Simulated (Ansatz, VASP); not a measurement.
# Sr3W4: VASP beside Ansatz

Contents of INCAR:

```
SYSTEM = Sr3W4
PREC = Accurate ; ENCUT = 520
EDIFF = 1E-7 ; ISMEAR = 0
SIGMA = 0.1 ; LREAL = .False.
LASPH = .True. ; NELM = 100
ALGO = Normal ; ISIF = 2
LWAVE = .False. ; LCHARG = .False.
GGA = PE ; NBANDS = 52
```

Contents of KPOINTS:

```
regular mesh
0
Gamma
  6 6 6
  0 0 0
```

The input POSCAR:

```
Sr3W4
1.0
    5.8457441518      0.0000000000      0.0000000000
    0.0000000000      5.8457441518      0.0000000000
    0.0000000000      0.0000000000      5.8457441518
Sr W
3 4
Direct
    0.5000000000      0.5000000000      0.0000000000
    0.0000000000      0.5000000000      0.5000000000
    0.5000000000      0.0000000000      0.5000000000
    0.5000000000      0.5000000000      0.5000000000
    0.5000000000      0.0000000000      0.0000000000
    0.0000000000      0.5000000000      0.0000000000
    0.0000000000      0.0000000000      0.5000000000
```

Input for Ansatz:

```yaml
crystal:
  lattice:
    - [5.8457441518, 0.0, 0.0]
    - [0.0, 5.8457441518, 0.0]
    - [0.0, 0.0, 5.8457441518]
  atoms:
    - { symbol: Sr, position: [0.5, 0.5, 0.0] }
    - { symbol: Sr, position: [0.0, 0.5, 0.5] }
    - { symbol: Sr, position: [0.5, 0.0, 0.5] }
    - { symbol: W, position: [0.5, 0.5, 0.5] }
    - { symbol: W, position: [0.5, 0.0, 0.0] }
    - { symbol: W, position: [0.0, 0.5, 0.0] }
    - { symbol: W, position: [0.0, 0.0, 0.5] }
basis:
  ecutwfc: 420
kpoints:
  mp_grid: { grid: [6, 6, 6] }
  band_path:
    path:
      - [[0.0, 0.0, 0.0], [0.0, 0.5, 0.0], [0.5, 0.5, 0.0], [0.0, 0.0, 0.0], [0.5, 0.5, 0.5], [0.0, 0.5, 0.0]]
      - [[0.5, 0.5, 0.5], [0.5, 0.5, 0.0]]
    npoints: 14
hamiltonian:
  xc: pbe
scf:
  occupations: { method: gaussian, width: 0.1 }
  n_extra_bands: 17
output:
  forces: true
  stress: true
  eigenvalues: true
  populations: true
  dos: { projected: true, de: 0.02, nscf_kmesh: { grid: [9, 9, 9] } }
  bader: true
  write_density: true
  write_potential: true
  elf: true
  volumetric_format: npy
```

The cell was built by a generator and needn't be a form met in nature.

Alike in both runs: task single point; functional PBE; k mesh 6 × 6 × 6; occupations gaussian, width 0.1 eV; no spin polarisation.

|  | VASP | Ansatz |
| --- | --- | --- |
| version | VASP 6.6.1 | Ansatz 0.2.0 |
| potentials or method | VASP PAW PBE potentials, release 64 (Sr_sv, W_sv) | scalar-relativistic, plane waves, PAW |
| plane-wave cutoff (eV) | 520 | 420 |
| valence electrons in the cell | 86 | 86 |

VASP gave:

```
gap on the k mesh at the Fermi level (eV) : none
pressure (GPa)                            : 0.3
```

Problem. Which values does Ansatz return?

Solution. gap on the k mesh at the Fermi level (eV): none; pressure (GPa): 0.0.

A gap of «none» marks a metal or a gap that the smearing closes. The functional is the same, so the differences come from potentials, cutoffs and numerics.

The runs have no spin-orbit coupling, so splittings on W are missing.
